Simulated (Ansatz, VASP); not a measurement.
**Two plane-wave programs on SiF**

```xyz
2
Lattice="1.3475 0.7780 3.9241 -1.3475 0.7780 3.9241 0.0000 -1.5559 3.9241" Properties=species:S:1:pos:R:3 pbc="T T T"
Si    0.0000    0.0000    5.8862
F     0.0000    0.0000    0.0000
```

The cell was built by a generator and needn't be a form met in nature.

Alike in both runs: task single point; functional PBE; k mesh 12 × 12 × 12; occupations fermi-dirac, width 0.05 eV; no spin polarisation.

```csv
,VASP,Ansatz
version,VASP 6.6.1,Ansatz 0.2.0
potentials or method,"VASP PAW PBE potentials, release 64 (Si, F)",Ansatz PAW
plane-wave cutoff (eV),520,420
valence electrons in the cell,11,11
```

VASP gave:

```
gap on the k mesh at the Fermi level (eV)       : none
pressure (GPa)                                  : -1.7
largest component of the traceless stress (GPa) : 1.26
```

What did Ansatz give for the same quantities?

gap on the k mesh at the Fermi level (eV): none; pressure (GPa): -1.5; largest component of the traceless stress (GPa): 1.29.

A gap of «none» marks a metal or a gap that the smearing closes.

Caveats: an odd number of electrons without spin polarisation forces a metal; a magnetic or distorted state may lie lower; the pressure holds a Pulay correction of +0.5 GPa for the finite cutoff (Ansatz).
